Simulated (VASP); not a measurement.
Consider the following.

```yaml
crystal:
  lattice:
    - [0.00000, 3.01876, 3.01876]
    - [3.01876, 0.00000, 3.01876]
    - [3.01876, 3.01876, 0.00000]
  atoms:
    - { symbol: Li, position: [0.25000, 0.25000, 0.25000] }
    - { symbol: Li, position: [0.75000, 0.75000, 0.75000] }
    - { symbol: Se, position: [0.00000, 0.00000, 0.00000] }
```

The numbers are results of r2SCAN meta-GGA, VASP's PBE PAW potentials (set 64) (plane waves; VASP), not measurements. Run with 520 eV cut-off, 8×8×8 Γ-centred mesh, Gaussian smearing of 0.050 eV, potentials Li_sv Se.

Give the stress tensor in GPa (positive for a compressed cell).

```
-1.10   0.00   0.00
 0.00  -1.10   0.00
 0.00   0.00  -1.10
```
The pressure is its mean diagonal, -1.10 GPa.

The compound is Li2Se in the antifluorite structure. This cell is one point of a volume scan, at 1.03 of the reference volume.
